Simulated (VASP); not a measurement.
Here is the system:

```xyz
2
Lattice="2.8236 0.0000 0.0000 0.0000 2.8236 0.0000 0.0000 0.0000 2.8236" Properties=species:S:1:pos:R:3 pbc="T T T"
Ga     1.4118     1.4118     1.4118
Co     0.0000     0.0000     0.0000
```

Calculation: PBE GGA, VASP's PBE PAW potentials (set 64) (plane waves; VASP). Settings: 520 eV cut-off, 13×13×13 Γ-centred mesh, first-order Methfessel-Paxton smearing of 0.10 eV, potentials Ga_d Co.

**Question.** What does the run give for the energy per atom (σ→0), pressure, band gap (on the k-mesh) with the smallest direct gap where there is one?

**Answer.** 
```
Item                                                        Result
------------------------  ----------------------------------------
band gap (on the k-mesh)  none (metal, semimetal or under 0.01 eV)
energy per atom (σ→0)                               -5.212 eV/atom
pressure                                                 12.68 GPa
```

Total energies compare only between runs with the same potentials, cut-off and functional.

The compound is CoGa in the CsCl type structure. This cell is one point of a volume scan, at 0.94 of the reference volume. The run is not spin-polarised, so no magnetic state was tried.
